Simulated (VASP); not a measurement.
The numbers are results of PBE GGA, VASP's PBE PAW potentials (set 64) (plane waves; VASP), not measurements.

VASP input:

File KPOINTS:
```
kpoints
0
Gamma
 14 14 14
```

### INCAR
```
SYSTEM = In
PREC = Accurate; ENCUT = 300; LREAL = .False.
LASPH = .True.
EDIFF = 1E-6; NELM = 100; ALGO = Normal
LMAXMIX = 4
ISMEAR = -1; SIGMA = 0.1
GGA = PE
ISIF = 2
LWAVE = .False.; LCHARG = .False.
```

File POSCAR:
```
In
1
   -1.6478250000     1.6478250000     2.5205710000
    1.6478250000    -1.6478250000     2.5205710000
    1.6478250000     1.6478250000    -2.5205710000
In
1
Direct
  0.0000000000   0.0000000000   0.0000000000
```

POTCAR, in this order: In_d (PBE.64 set). Program: vasp_std.

Unless said otherwise, spin-orbit coupling is left out, though it shifts the bands of the heavy elements here.

What does the run give for the energy per atom (σ→0), band gap (on the k-mesh)?

| Property | Value |
|---|---|
| energy per atom (σ→0) | -2.561 eV/atom |
| band gap (on the k-mesh) | none (metal, semimetal or under 0.01 eV) |

### OSZICAR
```
...
DAV:   4    -0.259097307186E+01   -0.41257E-01   -0.41249E-01  6226   0.738E+00
DAV:   5    -0.259273765968E+01   -0.17646E-02   -0.17645E-02  5890   0.126E+00    0.206E+00
DAV:   6    -0.257335825785E+01    0.19379E-01   -0.34728E-02  5556   0.391E+00    0.105E+00
DAV:   7    -0.256884616365E+01    0.45121E-02   -0.12261E-02  5618   0.216E+00    0.226E-01
DAV:   8    -0.256853873739E+01    0.30743E-03   -0.65479E-04  5534   0.521E-01    0.275E-02
DAV:   9    -0.256854389579E+01   -0.51584E-05   -0.12597E-05  6468   0.497E-02    0.101E-02
DAV:  10    -0.256854438910E+01   -0.49331E-06   -0.79826E-07  3244   0.967E-03
   1 F= -.25685444E+01 E0= -.25614221E+01  d E =-.142447E-01
```

The structure comes from a computed database's In entry; how it stands against other phases isn't given here. The cell was not relaxed at this level.
